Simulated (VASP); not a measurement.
Energy against volume of CuAu (L1_0). These are r2SCAN meta-GGA, VASP's PBE PAW potentials (set 64) (plane waves; VASP 6.6.1) values and carry that method's errors. Numerical set-up: 520 eV cut-off, 13×13×10 Γ-centred mesh, first-order Methfessel-Paxton smearing of 0.10 eV, potentials Cu Au.

Shape and ions are relaxed at each volume.

```
V (Å³/atom)  E (eV/atom)
-----------  -----------
13.688         -30.73893
14.124         -30.76217
14.561         -30.76953
14.998         -30.76394
```

**Question.** Fit these four points and predict the energy of the run at 15.435 Å³/atom.

**Answer.** A cubic in V^(−2/3), the third-order Birch-Murnaghan form, passes through the four points with V0 = 14.58 Å³/atom and B0 = 157 GPa, and gives -30.7479 eV/atom there. The run gave -30.7478 eV/atom, +0.1 meV/atom from the fit; all five points give B0 = 157 GPa.

The compound is CuAu in the L1_0 structure. It was relaxed first.
